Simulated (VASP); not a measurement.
Runs of VASP 6.6.1 on Li. The structure is cubic, space group Im-3m (No. 229). Conventional cell: a = 3.509 Å, b = 3.509 Å, c = 3.509 Å, α = 90.00°, β = 90.00°, γ = 90.00°. Li (site symmetry m-3m) is surrounded by 8 Li at 3.04 Å. 

```csv
level,potentials or basis,gap on the mesh (eV),pressure (GPa),relaxed volume (Å³/atom)
PBE,"VASP PAW PBE potentials, release 64 (Li_sv)",none,0.0,20.03
PBEsol,"VASP PAW PBE potentials, release 64 (Li_sv)",none,0.0,19.97
r2SCAN,"VASP PAW PBE potentials, release 64 (Li_sv)",none,-0.1,(b)
PBE+D3(BJ),"VASP PAW PBE potentials, release 64 (Li_sv)",none,0.0,(a)
LDA,"VASP PAW LDA potentials, release 64 (Li_sv)",none,0.1,18.68
```

Alike in all rows: task relaxation of cell and atoms; no spin polarisation; cell relaxed; k mesh 18 × 18 × 18; cutoff (eV) 600; smearing methfessel-paxton 0.1 eV.

Question: Estimate the missing entries.

Answer: (a) 18.03; (b) 20.71.

Caveats: the cutoff is under 1.25 times the usual one of these potentials, so pressure, stress and relaxed cells hold a basis-set (Pulay) error; the PAW data sets were made with another functional, which shifts forces and pressure a little (some runs); the volume moved by over 15 % at a fixed basis, so the end points are rough (some runs); the volume moved by -17 % from the deposited cell, more than functionals usually miss (some runs); pairwise dispersion overbinds metals, which lowers pressure and volume (some runs); the volume moved by -14 % from the deposited cell, more than functionals usually miss (some runs).

A k mesh can miss the band edges.

A gap of «none» marks a metal or a gap under the smearing width.

Not every run made on this cell is shown here.
